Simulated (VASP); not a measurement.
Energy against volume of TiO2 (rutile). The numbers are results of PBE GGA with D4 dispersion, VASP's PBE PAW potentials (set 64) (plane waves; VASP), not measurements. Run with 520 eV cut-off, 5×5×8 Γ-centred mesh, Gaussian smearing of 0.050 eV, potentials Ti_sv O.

Shape and ions are relaxed at each volume.

| V (Å³/atom) | E (eV/atom) |
|---|---|
| 9.851 | -9.11912 |
| 10.165 | -9.14142 |
| 10.480 | -9.14871 |
| 10.794 | -9.14344 |

### Question
Fit these four points and predict the energy of the run at 11.108 Å³/atom.

### Answer
A cubic in V^(−2/3), the third-order Birch-Murnaghan form, passes through the four points with V0 = 10.50 Å³/atom and B0 = 211 GPa, and gives -9.1277 eV/atom there. The run gave -9.1278 eV/atom, -0.1 meV/atom from the fit; all five points give B0 = 210 GPa.

The compound is TiO2 in the rutile structure. It was relaxed first.
